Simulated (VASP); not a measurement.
Here is the system:

```yaml
crystal:
  lattice:
    - [3.17225, 0.00000, 0.00000]
    - [0.00000, 3.17225, 0.00000]
    - [0.00000, 0.00000, 3.17225]
  atoms:
    - { symbol: Tb, position: [0.00000, 0.00000, 0.00000] }
```

Calculation: PBEsol GGA, VASP's PBE PAW potentials (set 64) (plane waves; VASP). Run with 400 eV cut-off, 10×10×10 Γ-centred mesh, first-order Methfessel-Paxton smearing of 0.10 eV, potentials Tb_3.

The 4f electrons are frozen in the core of the lanthanide potential, so 4f levels, which can set the real gap, and their magnetism are missing.

Problem. Predict the energy per atom (σ→0), band gap (on the k-mesh) with the smallest direct gap where there is one.

Solution. 
```
Quantity                                                     Value
------------------------  ----------------------------------------
band gap (on the k-mesh)  none (metal, semimetal or under 0.01 eV)
energy per atom (σ→0)                               -4.232 eV/atom
```

Total energies compare only between runs with the same potentials, cut-off and functional.

The structure was generated: Tb was put into the simple-cubic type (Pm-3m), which need not be its known phase. It was relaxed first, which changed the volume by -11 %. The start is the result of an earlier pass.
